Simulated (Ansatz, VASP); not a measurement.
## ZrB2: VASP beside Ansatz

One calculation is typed for both programs; each brings its own data sets. How far apart do they land? The cell is taken from a series of runs on this material, whose earlier steps may have relaxed, scaled, displaced or heated it; both programs get it as it stands.

Calculated with Ansatz 0.2.0; plane waves, with VASP 6.6.1 beside it; relaxation of cell and atoms at PBE and zone-centre phonons at PBE.

## Step 1: Set-up

The structure is hexagonal, space group P6/mmm (No. 191). Conventional cell: a = 3.170 Å, b = 3.170 Å, c = 3.545 Å, α = 90.00°, β = 90.00°, γ = 120.00°. Nearest to Zr lie 12 B at 2.55 Å. Nearest to B lie 3 B at 1.83 Å and 6 Zr at 2.55 Å. Farther neighbours are not listed.

Coordinates:

```xyz
3
Lattice="3.1699 0.0000 0.0000 -1.5849 2.7452 0.0000 0.0000 0.0000 3.5448" Properties=species:S:1:pos:R:3 pbc="T T T"
Zr    0.0000    0.0000    0.0000
B     0.0000    1.8301    1.7724
B     1.5849    0.9151    1.7724
```

## Step 2: VASP: relaxation of cell and atoms, PBE

The relaxed volume is the usual yardstick between codes: in a stiff, nearly cubic crystal its relative difference is about their pressure difference at one cell divided by the bulk modulus.

Lines of VASP's logs that name or quote its potential files are left out, and so is its time.

Input file INCAR:

```
SYSTEM = ZrB2
PREC = Accurate
ENCUT = 500
EDIFF = 1E-07
NELM = 120
ISMEAR = 1
SIGMA = 0.2
LREAL = .FALSE.
ALGO = Normal
GGA = PE
NBANDS = 15
LASPH = .TRUE.
LORBIT = 11
LWAVE = .FALSE.
LCHARG = .FALSE.
ISIF = 3
IBRION = 2
NSW = 80
EDIFFG = -0.005
GGA_COMPAT = .FALSE.
NELMIN = 4
KPAR = 2
```

Input file POSCAR:

```
ZrB2
1.0
    3.1698600000      0.0000000000      0.0000000000
   -1.5849300000      2.7451800000      0.0000000000
    0.0000000000      0.0000000000      3.5448250000
Zr B
1 2
Direct
    0.0000000000      0.0000000000      0.0000000000
    0.3333333333      0.6666666667      0.5000000000
    0.6666666667      0.3333333333      0.5000000000
```

Input file KPOINTS:

```
Automatic mesh
0
Gamma
9 9 8
0 0 0
```

The projector-augmented-wave data sets are Zr_sv and B (PBE family, release 64).

Run with:

```sh
mpirun -np 2 vasp_std
```

Numbers of over 12 decimals in the logs are rounded to 6 here.

The program printed:

```text
[banner, memory and clock lines left out]
running    2 mpi-ranks, on    1 nodes
 distrk:  each k-point on    1 cores,    2 groups
 distr:  one band on    1 cores,    1 groups

 POSCAR found type information on POSCAR ZrB
 POSCAR found :  2 types and       3 ions
 LDA part: xc-table for (Slater+PW92), standard interpolation
 POSCAR, INCAR and KPOINTS ok, starting setup
 FFT: planning ... GRIDC
 FFT: planning ... GRID_SOFT
 FFT: planning ... GRID
 WAVECAR not read
 entering main loop
       N       E                     dE             d eps       ncg     rms          rms(c)
DAV:   1     0.102232694600E+03    0.10223E+03   -0.95707E+03  1800   0.116E+03
DAV:   2    -0.234012729739E+02   -0.12563E+03   -0.12148E+03  2276   0.297E+02
DAV:   3    -0.275918008273E+02   -0.41905E+01   -0.41651E+01  2914   0.477E+01
DAV:   4    -0.276586794137E+02   -0.66879E-01   -0.66864E-01  2062   0.559E+00
DAV:   5    -0.276597771315E+02   -0.10977E-02   -0.10977E-02  2769   0.565E-01    0.213E+01
DAV:   6    -0.250011729348E+02    0.26586E+01   -0.64078E+00  2228   0.172E+01    0.858E+00
DAV:   7    -0.249685466302E+02    0.32626E-01   -0.71505E-01  2612   0.528E+00    0.316E+00
DAV:   8    -0.249710786839E+02   -0.25321E-02   -0.91462E-02  2224   0.258E+00    0.515E-01
DAV:   9    -0.249672143171E+02    0.38644E-02   -0.19227E-02  2302   0.106E+00    0.181E-01
DAV:  10    -0.249670222038E+02    0.19211E-03   -0.11695E-03  2166   0.325E-01    0.397E-02
DAV:  11    -0.249670322844E+02   -0.10081E-04   -0.54245E-05  2482   0.724E-02    0.118E-02
DAV:  12    -0.249670308380E+02    0.14464E-05   -0.30797E-06  2266   0.123E-02    0.392E-03
DAV:  13    -0.249670308650E+02   -0.27035E-07   -0.26077E-07  1876   0.474E-03
   1 F= -.24967031E+02 E0= -.24966467E+02  d E =-.249670E+02
[...]
2 F= -.24967036E+02 E0= -.24966481E+02  d E =-.513687E-05
[...]
3 F= -.24967074E+02 E0= -.24966515E+02  d E =-.434184E-04
[...]
4 F= -.24967074E+02 E0= -.24966515E+02  d E =-.434761E-04
 curvature:  -0.26 expect dE=-0.366E-05 dE for cont linesearch -0.570E-09
 trial: gam= 0.07854 g(F)=  0.198E-45 g(S)=  0.141E-04 ort = 0.613E-06 (trialstep = 0.905E+00)
 search vector abs. value=  0.152E-04
 bond charge predicted
       N       E                     dE             d eps       ncg     rms          rms(c)
DAV:   1    -0.249670975314E+02   -0.23166E-04   -0.10638E-03  1961   0.290E-01    0.406E-02
DAV:   2    -0.249670840958E+02    0.13436E-04   -0.29560E-05  1982   0.502E-02    0.161E-02
DAV:   3    -0.249670799754E+02    0.41204E-05   -0.10490E-05  2779   0.258E-02    0.450E-03
DAV:   4    -0.249670803420E+02   -0.36667E-06   -0.40566E-07  2147   0.516E-03    0.194E-03
DAV:   5    -0.249670806209E+02   -0.27884E-06   -0.11535E-07  1561   0.269E-03    0.105E-03
DAV:   6    -0.249670807335E+02   -0.11257E-06   -0.33770E-08   949   0.146E-03    0.191E-04
DAV:   7    -0.249670807290E+02    0.44176E-08   -0.94991E-09   921   0.750E-04
   5 F= -.24967081E+02 E0= -.24966526E+02  d E =-.638788E-05
 trial-energy change:   -0.000006  1 .order   -0.000006   -0.000013    0.000000
 step:   0.8895(harm=  0.8895)  dis= 0.00000  next Energy=   -24.967081 (dE=-0.627E-05)
 reached required accuracy - stopping structural energy minimisation
```

OUTCAR, selected parts (step 2):

```text
ion  position               nearest neighbor table
   1  0.000  0.000  0.000-   2 2.55   3 2.55   2 2.55   3 2.55   3 2.55   3 2.55   2 2.55   2 2.55
                             3 2.55   3 2.55   2 2.55   2 2.55
   2  0.333  0.667  0.500-   3 1.83   3 1.83   3 1.83   1 2.55   1 2.55   1 2.55   1 2.55   1 2.55
                             1 2.55
   3  0.667  0.333  0.500-   2 1.83   2 1.83   2 1.83   1 2.55   1 2.55   1 2.55   1 2.55   1 2.55
                             1 2.55

  LATTYP: Found a hexagonal cell.
 ALAT       =     3.1698600000
 C/A-ratio  =     1.1182907132

 Subroutine GETGRP returns: Found 24 space group operations
 (whereof 24 operations were pure point group operations)

The static configuration has the point symmetry D_6h.

 Found     60 irreducible k-points:

   k-points           NKPTS =     60   k-points in BZ     NKDIM =     60   number of bands    NBANDS=     15

   dimension x,y,z NGX =    24 NGY =   24 NGZ =   28
   dimension x,y,z NGXF=    48 NGYF=   48 NGZF=   56

   ENCUT  =  500.0 eV  36.75 Ry    6.06 a.u.   5.78  5.78  6.46*2*pi/ulx,y,z

   NELECT =      18.0000    total number of electrons

 k-points in reciprocal lattice and weights: Automatic mesh
   0.00000000  0.00000000  0.00000000       0.002
   0.11111111  0.00000000  0.00000000       0.009
   0.22222222  0.00000000  0.00000000       0.009
   0.33333333  0.00000000  0.00000000       0.009
   0.44444444  0.00000000  0.00000000       0.009
   0.11111111  0.11111111  0.00000000       0.009
   0.22222222  0.11111111  0.00000000       0.019
   0.33333333  0.11111111  0.00000000       0.019
   0.44444444  0.11111111  0.00000000       0.009
[...]
0.33333333  0.22222222  0.50000000       0.019
   0.33333333  0.33333333  0.50000000       0.003

 average (electrostatic) potential at core
       1 -72.8968       2 -22.0916       3 -22.0916

 E-fermi :  10.4650

 k-point     1 :       0.0000    0.0000    0.0000
  band No.  band energies     occupation
    ...
      5      -2.2342      2.00000
      6       7.8719      2.00000
      7       7.8719      2.00000
      8       7.8992      2.00000
      9       8.1094      2.00000
     10      13.8638     -0.00000
     11      13.8638     -0.00000
     12      14.6158      0.00000
     13      14.6158      0.00000
     14      15.3407      0.00000
    ...

 k-point     2 :       0.1111    0.0000    0.0000
  band No.  band energies     occupation
    ...
      5      -1.9898      2.00000
      6       7.1812      2.00000
      7       7.8540      2.00000
      8       7.8712      2.00000
      9       8.1267      2.00000
     10      13.4772     -0.00000
     11      13.7138     -0.00000
     12      13.9627     -0.00000
     13      14.2157     -0.00000
     14      16.3084      0.00000
    ...

 k-point     3 :       0.2222    0.0000    0.0000
  band No.  band energies     occupation
    ...
      5      -1.3023      2.00000
      6       5.7218      2.00000
      7       7.3316      2.00000
      8       7.7918      2.00000
      9       8.4736      2.00000
     10      12.6026     -0.00000
     11      13.3648     -0.00000
     12      13.8346     -0.00000
     13      14.2846     -0.00000
     14      16.6948      0.00000
    ...

  Total       -0.0002336     -0.0002336      0.0004125      0.0000000     -0.0000000      0.0000000
  in kB       -0.0121231     -0.0121231      0.0214064      0.0000000     -0.0000000      0.0000000
  external PRESSURE =      -0.0009466 kB  Pullay stress =       0.0000000 kB

  energy-cutoff  :      500.00
  volume of cell :       30.88
      direct lattice vectors                 reciprocal lattice vectors
     3.172101850  0.000000000  0.000000000     0.315248390  0.182008695 -0.000000000
    -1.586050925  2.747121500  0.000000000     0.000000000  0.364017391 -0.000000000
     0.000000000  0.000000000  3.543362279     0.000000000 -0.000000000  0.282217826

 POSITION                                       TOTAL-FORCE (eV/Angst)
 -----------------------------------------------------------------------------------
     -0.00000      0.00000      3.54336         0.000000      0.000000      0.000000
     -0.00000      1.83141      1.77168         0.000000     -0.000000      0.000000
      1.58605      0.91571      1.77168        -0.000000      0.000000      0.000000
 -----------------------------------------------------------------------------------
    total drift:                               -0.000000      0.000000      0.000000

  FREE ENERGIE OF THE ION-ELECTRON SYSTEM (eV)
  ---------------------------------------------------
  free  energy   TOTEN  =       -24.9670807290 eV

  energy  without entropy=      -24.9654159199  energy(sigma->0) =      -24.96652579

 reached required accuracy - stopping structural energy minimisation

 total charge
# of ion       s       p       d       tot
------------------------------------------
    1        2.167   6.028   1.766   9.961
    2        0.664   1.237   0.000   1.901
    3        0.664   1.237   0.000   1.901
--------------------------------------------------
tot          3.495   8.502   1.766  13.763

[... 3 further parts left out ...]
```

CONTCAR:

```
ZrB2
   1.00000000000000
     3.1721018496331008    0.0000000000000000    0.0000000000000000
    -1.5860509248165504    2.7471215002478004    0.0000000000000000
     0.0000000000000000    0.0000000000000000    3.5433622793861788
  Zr              B
     1     2
Direct
     0.0000000000000000    0.0000000000000000    1.0000000000000000
     0.3333333332999970    0.6666666667000030    0.5000000000000000
     0.6666666667000030    0.3333333332999970    0.5000000000000000
```

## Step 3: Ansatz: relaxation of cell and atoms, PBE

Ansatz runs on its default PAW (the set named soft_2) files.

The same cell, functional, mesh and smearing now go to Ansatz, which takes its cutoff from its data sets.

Input file input.yaml:

```yaml
crystal:
  lattice:
    - [3.1698604175, 0.0, 0.0]
    - [-1.5849302087, 2.745179648, 0.0]
    - [0.0, 0.0, 3.5448252062]
  atoms:
    - { symbol: Zr, position: [0.0, 0.0, 0.0] }
    - { symbol: B, position: [0.3333333333, 0.6666666667, 0.5] }
    - { symbol: B, position: [0.6666666667, 0.3333333333, 0.5] }
kpoints:
  mp_grid: { grid: [9, 9, 8] }
hamiltonian:
  xc: pbe
scf:
  occupations: { method: methfessel_paxton, width: 0.2 }
output:
  forces: true
  stress: true
  eigenvalues: true
relax:
  adjacent_minimum: "off"
  f_tol: 0.001
  max_steps: 60
  cell: { stress_tol: 0.01 }
```

Run with:

```sh
ansatz run input.yaml --threads 4 --pin off --max-ram 8192MiB --backend cpu --events-out ev --progress --plain --runs-dir out
```

The program printed:

```text
Engine: ansatz 0.2.0, aarch64-unknown-linux-gnu
Pseudopotentials: kind: paw
Pseudopotential: Zr, paw, valence charge 12, recommended cutoff 420 eV (normal), Zr.paw.azcp
Pseudopotential: B, paw, valence charge 3, recommended cutoff 420 eV (normal), B.paw.azcp
Functional definition: PBE
  parameter kappa = 0.804
  parameter beta = 0.066725
  exchange = pbe_x(kappa = kappa, mu = beta*pi^2/3)
  correlation = pbe_c(beta = beta)
Crystal: 3 atoms, lattice volume = 30.846 Å³
Basis set: ecut = 420 eV, 575 PW (Γ), exchange–correlation on 48×48×48 points (8 copies of the dense FFT grid, shifted against one another)
Bands: 13, of which v1, the nominal top of the filled ones, is band 9 counted from 1 (8 counted from 0)
Symmetry: 24 space group operations
Space group: P6/mmm (ITA 191), of the structure as read, at distance tolerance 3.1e-5 Å
k-points: 60 of 648
Non-local potential: Zr, projectors of the file, l = 0: 3, l = 1: 2, l = 2: 2, l = 3: 2
Non-local potential: B, projectors of the file, l = 0: 2, l = 1: 2, l = 2: 1
PAW form: soft (Blöchl's): semilocal exchange-correlation on the pseudo side does not see the compensation charge
PAW one-centre angular grid: Zr, 590 points (default); XC on 64 Gauss nodes
PAW one-centre angular grid: B, 110 points (default); XC on 64 Gauss nodes
Initial density: superposition of atomic densities (neutral atoms: chi_scale 0, normalization atom), corrected by the library's trained network
Initial wavefunctions: pseudopotential atomic-orbital guess
Functional: x = pbe(κ = 0.804, μ = 0.219515), c = pbe(β = 0.066725)
SCF iter   1: F=—  HF=-4498.710483 eV  |F-HF|=—  |Δ(HF+E_count)|=         —  Δρ=1.54e-3  dr2=6.27e-4  ethr=1.77e-3  ⟨swp⟩=4.8  Hψ=3801  notcnv=0
preconditioner: auto → none  [metal: Δε(μ)=0.051 eV  Ē_g=8.815 eV  σ=0.200 eV  W_gap=0.21  n_scr=8 (ndim 8)  ℏωp=21.1 eV  f_vac=0.000  D(μ)=0.56/eV (n_scr^D=2)  sad-step TF]
SCF iter   2: F=—  HF=-4498.710397 eV  |F-HF|=—  |Δ(HF+E_count)|=   8.60e-5  S|Δr|=    0.00e0  Δρ=9.34e-4  dr2=3.28e-4  ethr=3.49e-6  ⟨swp⟩=2.2  Hψ=1645  notcnv=0
SCF iter   3: F=—  HF=-4498.710375 eV  |F-HF|=—  |Δ(HF+E_count)|=   2.17e-5  S|Δr|=    0.00e0  Δρ=3.86e-4  dr2=3.80e-5  ethr=1.82e-6  ⟨swp⟩=2.0  Hψ=1099  notcnv=0
SCF iter   4: F=—  HF=-4498.710377 eV  |F-HF|=—  |Δ(HF+E_count)|=   1.72e-6  S|Δr|=    0.00e0  Δρ=1.20e-4  dr2=2.45e-6  ethr=2.11e-7  ⟨swp⟩=2.9  Hψ=1323  notcnv=0
SCF iter   5: F=—  HF=-4498.710377 eV  |F-HF|=—  |Δ(HF+E_count)|=   3.03e-7  S|Δr|=    0.00e0  Δρ=7.34e-5  dr2=1.14e-6  ethr=1.36e-8  ⟨swp⟩=2.0  Hψ=1317  notcnv=0
SCF iter   6: F=—  HF=-4498.710376 eV  |F-HF|=—  |Δ(HF+E_count)|=   4.18e-7  S|Δr|=    0.00e0  Δρ=2.66e-5  dr2=1.46e-7  ethr=6.33e-9  ⟨swp⟩=2.7  Hψ=1303  notcnv=0
SCF iter   7: F=-4498.710376 eV  HF=-4498.710376 eV  |F-HF|=8.37e-9  |Δ(HF+E_count)|=   5.47e-8  S|Δr|=    0.00e0  Δρ=7.59e-6  dr2=1.11e-8  ethr=5.56e-10  ⟨swp⟩=4.0  Hψ=2272  notcnv=0
SCF 1 converged in 7 iterations: F = -4498.710376 eV  dr2 = 1.11e-8
  greatest PAW one-centre occupation: 0.996 electrons in one spin orbital (limit 2), on the Zr atom at site 0 (counted from 0), in its partial waves of l = 0
relax step   1: F+E_penalty+E_count = -4498.71037626 eV  Δ(F+E_penalty+E_count) = +0.000e0 eV  max|allowed force component| = 4.749e-16 eV/Å  Δτ_max = 0.0000 Å  P = +0.090 GPa  Ω = 30.846 Å³  (7 SCF iters, dr2 threshold 1.00e-7 eV, accepted)
[...]
relax step   2: F+E_penalty+E_count = -4498.71041511 eV  Δ(F+E_penalty+E_count) = -3.885e-5 eV  max|allowed force component| = 3.084e-16 eV/Å  Δτ_max = 0.0000 Å  P = +0.084 GPa  Ω = 30.844 Å³  energy of the carried Pulay correction = +6.919e-6 eV  (3 SCF iters, dr2 threshold 1.37e-7 eV, accepted)
[...]
relax step   3: F+E_penalty+E_count = -4498.71041046 eV  Δ(F+E_penalty+E_count) = +4.644e-6 eV  max|allowed force component| = 2.591e-16 eV/Å  Δτ_max = 0.0000 Å  P = +0.018 GPa  Ω = 30.853 Å³  energy of the carried Pulay correction = -5.362e-6 eV  (2 SCF iters, dr2 threshold 8.35e-8 eV, accepted)
[...]
relax step   4: F+E_penalty+E_count = -4498.71040806 eV  Δ(F+E_penalty+E_count) = +2.406e-6 eV  max|allowed force component| = 2.344e-16 eV/Å  Δτ_max = 0.0000 Å  P = +0.002 GPa  Ω = 30.855 Å³  energy of the carried Pulay correction = -7.899e-6 eV  (3 SCF iters, dr2 threshold 8.55e-10 eV, accepted)
[...]
relax step   5: F+E_penalty+E_count = -4498.71040796 eV  Δ(F+E_penalty+E_count) = +1.000e-7 eV  max|allowed force component| = 1.974e-16 eV/Å  Δτ_max = 0.0000 Å  P = +0.002 GPa  Ω = 30.855 Å³  stress off target by 3.87e-3 GPa  SCF on the basis re-selected at this cell (its energy is not comparable with the rows above)  (5 SCF iters)
basis re-selected at this cell: Δ(F+E_penalty+E_count) = +1.000e-7 eV, ΔP = +0.000 GPa vs the last step (what re-selecting the basis moved, of the pressure what is left beyond the Pulay correction that the steps carried, after the strain that the cell walked since its last selection, with what the two solves' SCF thresholds leave and, on support functions, any second-order correction that the steps lacked; it is no m [...]
SCF converged after 5 iterations
Stability not checked: this state was not tested for a lower state beside it, because cold or Methfessel-Paxton smearing, or corrected tetrahedra, fill the levels in a way that the test cannot read (fill_not_monotonic; see scf.lower_state_search)
Free energy (F): -4498.710408 eV
Harris-Foulkes:  -4498.710408 eV  (|F-HF|=9.09e-13)
Internal energy: -4498.708746 eV  (E = F + TS)
E sigma→0 (E₀):  -4498.709992 eV
Entropy (-TS):   -0.001662 eV (-0.554 meV/atom)
Fermi energy:    15.722143 eV
--- Per-component energies (eV) ---
  E_band       = -26.273927
  E_kinetic    = 434.895217
  E_local      = -558.388184  (includes V_loc(G=0)·N_el)
  E_nonlocal   = 100.564879
  E_hartree    = 176.572874
  E_xc         = -228.855498
  E_vxc        = -271.218614  (∫ρ·V_xc dr)
  E_paw        = -3110.883104  (= ΣΔE_a)
  E_vpaw       = -85.272982  (= ΣTr[D̂ρ^β])
  E_aug_tail   = 0.000016  (compensation charges beyond the density's cutoff)
  E_ewald      = -1312.614948
  E_smearing   = -0.001662  (= −TS)
  E_closure    = -0.000000  (closes the sum)
  Σ components = -4498.710408   (vs F -4498.710408, Δ=0.00e0)
--- Forces (eV/Å), atoms counted from 1 ---
  atom   1  Zr    -0.00000000    -0.00000000     0.00000000
  atom   2  B     -0.00000000     0.00000000    -0.00000000
  atom   3  B      0.00000000    -0.00000000     0.00000000
  max |Σ_I F_I| component: 1.85e-16 eV/Å
--- Stress (GPa, compression-positive) ---
        0.003874      -0.000000      -0.000000
       -0.000000       0.003874      -0.000000
       -0.000000      -0.000000      -0.001503
  P = ⅓ Tr σ = 0.0021 GPa (0.021 kbar)
--- Band table (eV; the first three rows and the last of 60) ---
  k-point 0: bands = [... 5 lower, 13.1268, 13.1268, 13.1559, 13.3711, 19.1206, 19.1206, 19.8761, 19.8761]
  k-point 1: bands = [... 5 lower, 11.9162, 13.2722, 13.2722, 14.5403, 18.1663, 18.1663, 19.4173, 19.4173]
  k-point 2: bands = [... 5 lower, 10.5433, 13.6952, 13.6952, 15.7991, 17.0467, 17.0467, 18.3450, 18.3450]
  k-point 59: bands = [... 5 lower, 7.0068, 10.8074, 13.0646, 13.0646, 19.7882, 21.7135, 21.7135, 22.2605]
--- Relaxed structure (4 steps of the walk, 4 accepted, 1 SCFs on fresh bases) ---
  F+E_penalty+E_count = -4498.71040796 eV   max|allowed force component| = 1.974e-16 eV/Å   (the final SCF, on the basis selected at the relaxed cell)
  cell:  # Å, volume = 30.8553 Å³
    - [3.171571, -2.888304556661426e-11, 0.0]
    - [-1.585785, 2.746661, 0.0]
    - [0.0, 0.0, 3.542014]
  atoms:
    - { symbol: Zr, position: [0, 0, 0.0] }
    - { symbol: B, position: [0.333333, 0.666667, 0.500000] }
    - { symbol: B, position: [0.666667, 0.333333, 0.500000] }
```

The column dr2 measures how far the density is from self-consistency, as an energy; F and HF (Harris–Foulkes) agree once it is small.

## Step 4: Comparison

Known differences besides the potentials themselves: the cutoff is 420 eV in Ansatz and 500 eV in VASP; Ansatz adds a Pulay correction to the stress that steers its cell, VASP none. Total energies have different zeros and are not compared.

The two programs side by side:

```
                                         quantity  Ansatz   VASP  difference
                                      volume (Å³)   30.86  30.88     -0.07 %
edge a after relaxation, in the typed setting (Å)   3.172  3.172     -0.02 %
edge c after relaxation, in the typed setting (Å)   3.542  3.543     -0.04 %
```

[end of part 1 of 2]

[Lines on the potential files, build, host, timing and source positions are cut from VASP's logs without a mark.]

[Logs are printed without paths, hosts, clocks, repeated set-up lines and the standing remarks that a program may print on its own settings, such as how far it seeks lower states.]

[Hosts, paths, dates, database ids (printed as entryN), source tags and the programs' standing remarks are cut or masked in the printed files.]
